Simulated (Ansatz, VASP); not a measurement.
# SrTiO3 (Tausonite) in two plane-wave programs

Wanted: the spread between two codes on one cell, functional and k mesh. Other levels of theory on this material are compared in a session of their own.

Main program and level: Ansatz 0.2.0; plane waves, with VASP 6.6.1 beside it; band structure at PBEsol, band structure at BLYP and band structure at PBE, spin-orbit coupling.

**1. Starting point**

The structure is cubic, space group Pm-3m (No. 221). The conventional cell has a = 3.905 Å, b = 3.905 Å, c = 3.905 Å, α = 90.00°, β = 90.00°, γ = 90.00°. Nearest to Sr lie 12 O at 2.76 Å. Nearest to Ti lie 6 O at 1.95 Å. Nearest to O lie 2 Ti at 1.95 Å and 4 Sr at 2.76 Å. Farther neighbours and most contacts between anions are not listed.

As a file:

```cif
data_structure
_symmetry_space_group_name_H-M 'Pm-3m'
_symmetry_Int_Tables_number 221
_cell_length_a 3.9053
_cell_length_b 3.9053
_cell_length_c 3.9053
_cell_angle_alpha 90.000
_cell_angle_beta 90.000
_cell_angle_gamma 90.000
_cell_volume 59.56
loop_
_atom_site_label
_atom_site_type_symbol
_atom_site_symmetry_multiplicity
_atom_site_Wyckoff_symbol
_atom_site_fract_x
_atom_site_fract_y
_atom_site_fract_z
_atom_site_occupancy
Sr1 Sr 1 b 0.50000 0.50000 0.50000 1
Ti1 Ti 1 a 0.00000 0.00000 0.00000 1
O1 O 3 d 0.50000 0.00000 0.00000 1
```

**2. VASP: band structure, PBEsol**

Levels along a path test the potential and the projectors away from the mesh points.

Lines of VASP's logs that name or quote its potential files are left out, and so is its time.

Contents of INCAR:

```
SYSTEM = SrTiO3
PREC = Accurate
ENCUT = 520
EDIFF = 1E-06
NELM = 100
ISMEAR = 0
SIGMA = 0.02
LREAL = .FALSE.
ALGO = Normal
GGA = PS
NBANDS = 35
LORBIT = 11
LWAVE = .FALSE.
LCHARG = .FALSE.
KPAR = 8
```

Contents of POSCAR:

```
SrTiO3
1.0
    3.9052800000      0.0000000000      0.0000000000
    0.0000000000      3.9052800000      0.0000000000
    0.0000000000      0.0000000000      3.9052800000
Sr Ti O
1 1 3
Direct
    0.5000000000      0.5000000000      0.5000000000
    0.0000000000      0.0000000000      0.0000000000
    0.5000000000      0.0000000000      0.0000000000
    0.0000000000      0.5000000000      0.0000000000
    0.0000000000      0.0000000000      0.5000000000
```

Contents of KPOINTS:

```
Automatic mesh
0
Gamma
4 4 4
0 0 0
```

Contents of KPOINTS_OPT:

```
Line mode
16
Line-mode
Reciprocal
  0.00000000   0.00000000   0.00000000 GAMMA
  0.00000000   0.50000000   0.00000000 X

  0.00000000   0.50000000   0.00000000 X
  0.50000000   0.50000000   0.00000000 M

  0.50000000   0.50000000   0.00000000 M
  0.00000000   0.00000000   0.00000000 GAMMA

  0.00000000   0.00000000   0.00000000 GAMMA
  0.50000000   0.50000000   0.50000000 R

  0.50000000   0.50000000   0.50000000 R
  0.00000000   0.50000000   0.00000000 X

  0.50000000   0.50000000   0.00000000 M
  0.50000000   0.50000000   0.50000000 R
```

The projector-augmented-wave data sets are Sr_sv, Ti_sv and O (PBE family, release 64).

The run is started by

```
$ mpirun -np 8 vasp_std
```

Numbers of over 12 decimals in the logs are rounded to 6 here.

The log of the run:

```text
[banner, memory and clock lines left out]
running    8 mpi-ranks, on    1 nodes
 distrk:  each k-point on    1 cores,    8 groups
 distr:  one band on    1 cores,    1 groups

 POSCAR found type information on POSCAR SrTiO
 POSCAR found :  3 types and       5 ions
|                                                                             |
|           W    W    AA    RRRRR   N    N  II  N    N   GGGG   !!!           |
|           W    W   A  A   R    R  NN   N  II  NN   N  G    G  !!!           |
|           W    W  A    A  R    R  N N  N  II  N N  N  G       !!!           |
|           W WW W  AAAAAA  RRRRR   N  N N  II  N  N N  G  GGG   !            |
|           WW  WW  A    A  R   R   N   NN  II  N   NN  G    G                |
|           W    W  A    A  R    R  N    N  II  N    N   GGGG   !!!           |
|                                                                             |
|     For optimal performance we recommend to set                             |
|       NCORE = 2 up to number-of-cores-per-socket                            |
|     NCORE specifies how many cores store one orbital (NPAR=cpu/NCORE).      |
|     This setting can greatly improve the performance of VASP for DFT.       |
|     The default, NCORE=1 might be grossly inefficient on modern             |
|     multi-core architectures or massively parallel machines. Do your        |
|     Unfortunately you need to use the default for GW and RPA                |
|     calculations (for HF NCORE is supported but not extensively tested      |
|     yet).                                                                   |
|                                                                             |

|                                                                             |
|               ----> ADVICE to this user running VASP <----                  |
|                                                                             |
|     You enforced a specific xc type in the INCAR file but a different       |
|     [... a line on the potential file left out ...]
|     I HOPE YOU KNOW WHAT YOU ARE DOING!                                     |
|                                                                             |

 LDA part: xc-table for (Slater+PW92), standard interpolation
 POSCAR, INCAR and KPOINTS ok, starting setup
 FFT: planning ... GRIDC
 FFT: planning ... GRID_SOFT
 FFT: planning ... GRID
 WAVECAR not read
 entering main loop
       N       E                     dE             d eps       ncg     rms          rms(c)
DAV:   1     0.385493520386E+03    0.38549E+03   -0.19662E+04   700   0.123E+03
DAV:   2    -0.117185248345E+02   -0.39721E+03   -0.36952E+03   754   0.359E+02
DAV:   3    -0.496309327736E+02   -0.37912E+02   -0.37246E+02   862   0.111E+02
DAV:   4    -0.516193120047E+02   -0.19884E+01   -0.19790E+01  1050   0.210E+01
DAV:   5    -0.516563433617E+02   -0.37031E-01   -0.37023E-01   861   0.238E+00    0.268E+01
DAV:   6    -0.423495006498E+02    0.93068E+01   -0.26394E+01   880   0.503E+01    0.152E+01
DAV:   7    -0.421003701721E+02    0.24913E+00   -0.41407E+00   822   0.159E+01    0.109E+01
DAV:   8    -0.422487641315E+02   -0.14839E+00   -0.15320E+00   815   0.129E+01    0.495E+00
DAV:   9    -0.420102345137E+02    0.23853E+00   -0.49722E-01   792   0.674E+00    0.144E+00
DAV:  10    -0.420012971894E+02    0.89373E-02   -0.25968E-02   930   0.119E+00    0.721E-01
DAV:  11    -0.419962362127E+02    0.50610E-02   -0.12722E-02   817   0.119E+00    0.134E-01
DAV:  12    -0.419962546495E+02   -0.18437E-04   -0.76161E-04   825   0.217E-01    0.787E-02
DAV:  13    -0.419962621819E+02   -0.75324E-05   -0.13473E-04   879   0.660E-02    0.460E-02
DAV:  14    -0.419962568409E+02    0.53410E-05   -0.20681E-05   860   0.501E-02    0.679E-03
DAV:  15    -0.419962566947E+02    0.14618E-06   -0.21589E-06   780   0.890E-03
   1 F= -.41996257E+02 E0= -.41996257E+02  d E =-.170004E-74
 Start KPOINTS_OPT (optional k-point list driver)
k-point batch [1-10\96]
       N       E                     dE             ncg
DAV:   1    -0.375922158902E+03   -0.24330E+04      700
DAV:   2    -0.396990599239E+04   -0.35940E+04      804
DAV:   3    -0.429854111753E+04   -0.32864E+03      906
DAV:   4    -0.430931441898E+04   -0.10773E+02     1040
DAV:   5    -0.430966529007E+04   -0.35087E+00      906
DAV:   6    -0.430966891511E+04   -0.36250E-02      951
DAV:   7    -0.430966907161E+04   -0.15650E-03      881
DAV:   8    -0.430966907288E+04   -0.12717E-05      646
DAV:   9    -0.430966907292E+04   -0.33560E-07      609
[...]
k-point batch [91-96\96]
       N       E                     dE             ncg
DAV:   1     0.613391137911E+04   -0.96796E+04      420
DAV:   2     0.389334899748E+04   -0.22406E+04      460
DAV:   3     0.366670547919E+04   -0.22664E+03      566
DAV:   4     0.365669233062E+04   -0.10013E+02      560
DAV:   5     0.365646678589E+04   -0.22554E+00      517
DAV:   6     0.365646185419E+04   -0.49317E-02      581
DAV:   7     0.365646174383E+04   -0.11036E-03      541
DAV:   8     0.365646174115E+04   -0.26716E-05      408
DAV:   9     0.365646174104E+04   -0.11164E-06      325
```

From OUTCAR (step 2):

```text
ion  position               nearest neighbor table
   1  0.500  0.500  0.500-   3 2.76   4 2.76   5 2.76   3 2.76   4 2.76   3 2.76   5 2.76   3 2.76
                             4 2.76   5 2.76   4 2.76   5 2.76   2 3.38   2 3.38   2 3.38   2 3.38
   2  0.000  0.000  0.000-   3 1.95   4 1.95   5 1.95   5 1.95   4 1.95   3 1.95   1 3.38   1 3.38
                             1 3.38   1 3.38   1 3.38   1 3.38   1 3.38   1 3.38
   3  0.500  0.000  0.000-   2 1.95   2 1.95   1 2.76   1 2.76   1 2.76   1 2.76
   4  0.000  0.500  0.000-   2 1.95   2 1.95   1 2.76   1 2.76   1 2.76   1 2.76
   5  0.000  0.000  0.500-   2 1.95   2 1.95   1 2.76   1 2.76   1 2.76   1 2.76

  LATTYP: Found a simple cubic cell.
 ALAT       =     3.9052800000

 Subroutine GETGRP returns: Found 48 space group operations
 (whereof 48 operations were pure point group operations)

The static configuration has the point symmetry O_h .

 Found     10 irreducible k-points:

   k-points           NKPTS =     10   k-points in BZ     NKDIM =     10   number of bands    NBANDS=     35

   dimension x,y,z NGX =    30 NGY =   30 NGZ =   30
   dimension x,y,z NGXF=    60 NGYF=   60 NGZF=   60

   ENCUT  =  520.0 eV  38.22 Ry    6.18 a.u.   7.26  7.26  7.26*2*pi/ulx,y,z

   NELECT =      40.0000    total number of electrons

 k-points in reciprocal lattice and weights: Automatic mesh
   0.00000000  0.00000000  0.00000000       0.016
   0.25000000  0.00000000  0.00000000       0.094
   0.50000000  0.00000000  0.00000000       0.047
   0.25000000  0.25000000  0.00000000       0.188
   0.50000000  0.25000000  0.00000000       0.188
   0.50000000  0.50000000  0.00000000       0.047
   0.25000000  0.25000000  0.25000000       0.125
   0.50000000  0.25000000  0.25000000       0.188
   0.50000000  0.50000000  0.25000000       0.094
   0.50000000  0.50000000  0.50000000       0.016

 average (electrostatic) potential at core
       1 -34.3274       2 -76.2938       3 -69.5024       4 -69.5024       5 -69.5024

 E-fermi :   4.2856

 k-point     1 :       0.0000    0.0000    0.0000
  band No.  band energies     occupation
    ...
     16       2.8419      2.00000
     17       2.8419      2.00000
     18       3.6694      2.00000
     19       3.6694      2.00000
     20       3.6694      2.00000
     21       5.8098      0.00000
     22       5.8098      0.00000
     23       5.8098      0.00000
     24       8.3408      0.00000
     25       8.3408      0.00000
    ...

 k-point     2 :       0.2500    0.0000    0.0000
  band No.  band energies     occupation
    ...
     16       2.1829      2.00000
     17       2.3277      2.00000
     18       2.3824      2.00000
     19       3.4234      2.00000
     20       3.4234      2.00000
     21       5.8957      0.00000
     22       6.9012      0.00000
     23       6.9012      0.00000
     24       8.3522      0.00000
     25       9.6433      0.00000
    ...

 k-point     3 :       0.5000    0.0000    0.0000
  band No.  band energies     occupation
    ...
     16       1.6340      2.00000
     17       1.6340      2.00000
     18       1.9967      2.00000
     19       3.2876      2.00000
     20       3.2876      2.00000
     21       5.9863      0.00000
     22       7.7872      0.00000
     23       7.7872      0.00000
     24       8.3583      0.00000
     25      10.5543      0.00000
    ...

  Total       -0.4710322     -0.4710322     -0.4710322     -0.0000000     -0.0000000      0.0000000
  in kB      -12.6708176    -12.6708176    -12.6708176     -0.0000000     -0.0000000      0.0000000
  external PRESSURE =     -12.6708176 kB  Pullay stress =       0.0000000 kB

  energy-cutoff  :      520.00
  volume of cell :       59.56
      direct lattice vectors                 reciprocal lattice vectors
     3.905280000  0.000000000  0.000000000     0.256063586  0.000000000  0.000000000
     0.000000000  3.905280000  0.000000000     0.000000000  0.256063586  0.000000000
     0.000000000  0.000000000  3.905280000     0.000000000  0.000000000  0.256063586

 POSITION                                       TOTAL-FORCE (eV/Angst)
 -----------------------------------------------------------------------------------
      1.95264      1.95264      1.95264         0.000000      0.000000      0.000000
      0.00000      0.00000      0.00000         0.000000      0.000000      0.000000
      1.95264      0.00000      0.00000         0.000000      0.000000      0.000000
      0.00000      1.95264      0.00000         0.000000      0.000000      0.000000
      0.00000      0.00000      1.95264         0.000000      0.000000      0.000000
 -----------------------------------------------------------------------------------
    total drift:                                0.000000     -0.000000      0.000000

  FREE ENERGIE OF THE ION-ELECTRON SYSTEM (eV)
  ---------------------------------------------------
  free  energy   TOTEN  =       -41.9962566947 eV

  energy  without entropy=      -41.9962566947  energy(sigma->0) =      -41.99625669

 total charge
# of ion       s       p       d       tot
------------------------------------------
    1        1.997   5.760   0.205   7.962
    2        2.233   6.328   1.768  10.330
    3        1.559   3.473   0.000   5.032
    4        1.559   3.473   0.000   5.032
    5        1.559   3.473   0.000   5.032
--------------------------------------------------
tot          8.908  22.506   1.973  33.387

[... 3 further parts left out ...]
```

The run ends at a pressure of -1.27 GPa.

**3. Ansatz: band structure, PBEsol**

Ansatz runs on its default PAW (the set named soft_2) files.

The same cell, functional, mesh and smearing now go to Ansatz, which takes its cutoff from its data sets.

Contents of input.yaml:

```yaml
crystal:
  lattice:
    - [3.90528, 0.0, 0.0]
    - [0.0, 3.90528, 0.0]
    - [0.0, 0.0, 3.90528]
  atoms:
    - { symbol: Sr, position: [0.5, 0.5, 0.5] }
    - { symbol: Ti, position: [0.0, 0.0, 0.0] }
    - { symbol: O, position: [0.5, 0.0, 0.0] }
    - { symbol: O, position: [0.0, 0.5, 0.0] }
    - { symbol: O, position: [0.0, 0.0, 0.5] }
hamiltonian:
  xc: pbesol
  pseudopotentials: { kind: paw }
kpoints:
  mp_grid: { grid: [4, 4, 4] }
  band_path:
    path:
      - [0.0, 0.0, 0.0]
      - [0.0, 0.1, 0.0]
      - [0.0, 0.2, 0.0]
      - [0.0, 0.3, 0.0]
      - [0.0, 0.43333, 0.0]
      - [0.0, 0.5, 0.0]
      - [0.1, 0.5, 0.0]
      - [0.2, 0.5, 0.0]
      - [0.33333, 0.5, 0.0]
      - [0.43333, 0.5, 0.0]
      - [0.5, 0.5, 0.0]
      - [0.36667, 0.36667, 0.0]
      - [0.26667, 0.26667, 0.0]
      - [0.16667, 0.16667, 0.0]
      - [0.06667, 0.06667, 0.0]
      - [0.03333, 0.03333, 0.03333]
      - [0.13333, 0.13333, 0.13333]
      - [0.23333, 0.23333, 0.23333]
      - [0.33333, 0.33333, 0.33333]
      - [0.46667, 0.46667, 0.46667]
      - [0.5, 0.5, 0.5]
      - [0.46667, 0.5, 0.46667]
      - [0.36667, 0.5, 0.36667]
      - [0.23333, 0.5, 0.23333]
      - [0.13333, 0.5, 0.13333]
      - [0.03333, 0.5, 0.03333]
      - [0.5, 0.5, 0.03333]
      - [0.5, 0.5, 0.16667]
      - [0.5, 0.5, 0.26667]
      - [0.5, 0.5, 0.36667]
      - [0.5, 0.5, 0.5]
    npoints: 1
scf:
  occupations: { method: gaussian, width: 0.02 }
  n_extra_bands: 8
output:
  forces: true
  stress: true
  eigenvalues: true
  write_density: true
  write_potential: true
  elf: true
  volumetric_format: npy
```

The run is started by

```
$ ansatz run input.yaml --threads 2 --pin off --max-ram 4608MiB --backend cpu --events-out ev --progress --plain --runs-dir out
```

The log of the run:

```text
scf.n_extra_bands = 8 over 20 filled bands (N_el = 40.0): the run solves 28 bands
Engine: ansatz 0.2.0, aarch64-unknown-linux-gnu
Pseudopotentials: kind: paw
Pseudopotential: Sr, paw, valence charge 10, recommended cutoff 420 eV (normal), Sr.paw.azcp
Pseudopotential: Ti, paw, valence charge 12, recommended cutoff 420 eV (normal), Ti.paw.azcp
Pseudopotential: O, paw, valence charge 6, recommended cutoff 420 eV (normal), O.paw.azcp
Functional definition: PBEsol
  exchange = pbesol_x
  correlation = pbesol_c
Crystal: 5 atoms, lattice volume = 59.560 Å³
Basis set: ecut = 420 eV, 1189 PW (Γ), exchange–correlation on 54×54×54 points (8 copies of the dense FFT grid, shifted against one another)
Bands: 28, of which v1, the nominal top of the filled ones, is band 20 counted from 1 (19 counted from 0)
Symmetry: 48 space group operations
Space group: Pm-3m (ITA 221), of the structure as read, at distance tolerance 3.9e-5 Å
k-points: 10 of 64
Non-local potential: Sr, projectors of the file, l = 0: 3, l = 1: 2, l = 2: 2
Non-local potential: Ti, projectors of the file, l = 0: 3, l = 1: 2, l = 2: 3, l = 3: 1
Non-local potential: O, projectors of the file, l = 0: 2, l = 1: 2, l = 2: 1
PAW form: soft (Blöchl's): semilocal exchange-correlation on the pseudo side does not see the compensation charge
PAW frozen core: Sr, regenerated for the run's functional, and the local potential with it (the file was generated under x = pbe(κ = 0.804, μ = 0.219515), c = pbe(β = 0.066725))
PAW frozen core: Ti, regenerated for the run's functional, and the local potential with it (the file was generated under x = pbe(κ = 0.804, μ = 0.219515), c = pbe(β = 0.066725))
PAW frozen core: O, regenerated for the run's functional, and the local potential with it (the file was generated under x = pbe(κ = 0.804, μ = 0.219515), c = pbe(β = 0.066725))
PAW one-centre angular grid: Sr, 110 points (default); XC on 64 Gauss nodes
PAW one-centre angular grid: Ti, 590 points (default); XC on 64 Gauss nodes
PAW one-centre angular grid: O, 110 points (default); XC on 64 Gauss nodes
Initial density: superposition of atomic densities (neutral atoms: chi_scale 0, normalization atom), corrected by the library's trained network
Initial wavefunctions: pseudopotential atomic-orbital guess
Functional: x = pbesol(κ = 0.804, μ = 0.123457), c = pbesol(β = 0.046)
SCF iter   1: F=—  HF=-7657.248574 eV  |F-HF|=—  |Δ(HF+E_count)|=         —  Δρ=1.56e-2  dr2=1.19e-1  ethr=1.77e-3  ⟨swp⟩=7.7  Hψ=1421  notcnv=0
preconditioner: auto → Resta (q_TF=auto, 2.553 Å⁻¹)  ε∞=4.9  [insulator: Δε(μ)=1.632 eV  Ē_g=13.343 eV  σ=0.020 eV  W_gap=1.00  n_scr=18 (ndim 8)  ℏωp=26.4 eV  f_vac=0.000  D(μ)=0.00/eV (n_scr^D=0)  ε∞_Penn≈4.9]
SCF iter   2: F=—  HF=-7657.223888 eV  |F-HF|=—  |Δ(HF+E_count)|=   2.47e-2  Δρ=5.38e-3  dr2=1.82e-2  ethr=2.97e-4  ⟨swp⟩=2.4  Hψ=488  notcnv=0  defer=32
SCF iter   3: F=—  HF=-7657.220570 eV  |F-HF|=—  |Δ(HF+E_count)|=   3.32e-3  Δρ=1.18e-3  dr2=7.40e-4  ethr=4.56e-5  ⟨swp⟩=2.0  Hψ=374  notcnv=0  defer=36
SCF iter   4: F=—  HF=-7657.220474 eV  |F-HF|=—  |Δ(HF+E_count)|=   9.61e-5  Δρ=2.55e-4  dr2=3.92e-5  ethr=1.85e-6  ⟨swp⟩=2.0  Hψ=379  notcnv=0  defer=36
SCF iter   5: F=—  HF=-7657.220725 eV  |F-HF|=—  |Δ(HF+E_count)|=   2.51e-4  Δρ=4.24e-5  dr2=7.38e-7  ethr=9.81e-8  ⟨swp⟩=2.0  Hψ=382  notcnv=0  defer=36
SCF iter   6: F=-7657.220726 eV  HF=-7657.220726 eV  |F-HF|=3.40e-8  |Δ(HF+E_count)|=   5.46e-7  Δρ=1.11e-5  dr2=9.89e-8  ethr=2.50e-10  ⟨swp⟩=14.4  Hψ=2180  notcnv=0
SCF 1 converged in 6 iterations: F = -7657.220726 eV  dr2 = 9.89e-8
  greatest PAW one-centre occupation: 0.999 electrons in one spin orbital (limit 2), on the Ti atom at site 1 (counted from 0), in its partial waves of l = 0
NSCF: frozen V_eff on 31 k-points
SCF converged after 6 iterations
Free energy (F): -7657.220726 eV
Harris-Foulkes:  -7657.220726 eV  (|F-HF|=3.40e-8)
Internal energy: -7657.220726 eV  (E = F + TS)
E sigma→0 (E₀):  -7657.220726 eV
Fermi energy:    10.761952 eV
--- Per-component energies (eV) ---
  E_band       = -208.355256
  E_kinetic    = 1044.919321
  E_local      = -2380.680529  (includes V_loc(G=0)·N_el)
  E_nonlocal   = 351.356741
  E_hartree    = 829.580129
  E_xc         = -490.674027
  E_vxc        = -568.551844  (∫ρ·V_xc dr)
  E_paw        = -4121.014554  (= ΣΔE_a)
  E_vpaw       = -314.578449  (= ΣTr[D̂ρ^β])
  E_aug_tail   = 0.007539  (compensation charges beyond the density's cutoff)
  E_ewald      = -2891.094941
  E_core_change = 0.379595  (= ΣΔE_core)
  E_smearing   = -0.000000  (= −TS)
  E_closure    = 0.000000  (closes the sum)
  Σ components = -7657.220726   (vs F -7657.220726, Δ=0.00e0)
--- Forces (eV/Å), atoms counted from 1 ---
  atom   1  Sr     0.00000000     0.00000000     0.00000000
  atom   2  Ti    -0.00000000     0.00000000    -0.00000000
  atom   3  O      0.00000000    -0.00000000     0.00000000
  atom   4  O      0.00000000     0.00000000    -0.00000000
  atom   5  O      0.00000000    -0.00000000     0.00000000
  max |Σ_I F_I| component: 1.81e-29 eV/Å
--- Stress (GPa, compression-positive) ---
       -1.931734      -0.000000       0.000000
        0.000000      -1.931734       0.000000
       -0.000000       0.000000      -1.931734
  P = ⅓ Tr σ = -1.9317 GPa (-19.317 kbar)
--- Band table (eV; the first three rows and the last of 10) ---
  k-point 0: bands = [... 16 lower, 8.6651, 9.5066, 9.5066, 9.5066, 11.6683, 11.6683, 11.6683, 14.2103, ... 4 higher]
  k-point 1: bands = [... 16 lower, 8.1644, 8.2157, 9.2604, 9.2604, 11.7522, 12.7558, 12.7558, 14.2211, ... 4 higher]
  k-point 2: bands = [... 16 lower, 7.4659, 7.8372, 9.1249, 9.1249, 11.8404, 13.6415, 13.6415, 14.2269, ... 4 higher]
  k-point 9: bands = [... 16 lower, 6.0845, 9.8556, 9.8556, 9.8556, 14.3306, 14.3306, 14.3306, 16.7461, ... 4 higher]
```

The job ended after 1.8 s (2 threads of Arm Neoverse V2, shared host; peak memory 0.31 GiB).

In the SCF lines HF is the Harris–Foulkes energy and dr2 the Hartree energy of the density residual, in eV; the loop may stop once dr2 is under the threshold and the program's other checks hold. Hψ counts applications of the Hamiltonian.

[end of part 1 of 2]

[Lines on the potential files, build, host, timing and source positions are cut from VASP's logs without a mark.]

[Logs are printed without paths, hosts, clocks, repeated set-up lines and the standing remarks that a program may print on its own settings, such as how far it seeks lower states.]

[Hosts, paths, dates, database ids (printed as entryN), source tags and the programs' standing remarks are cut or masked in the printed files.]
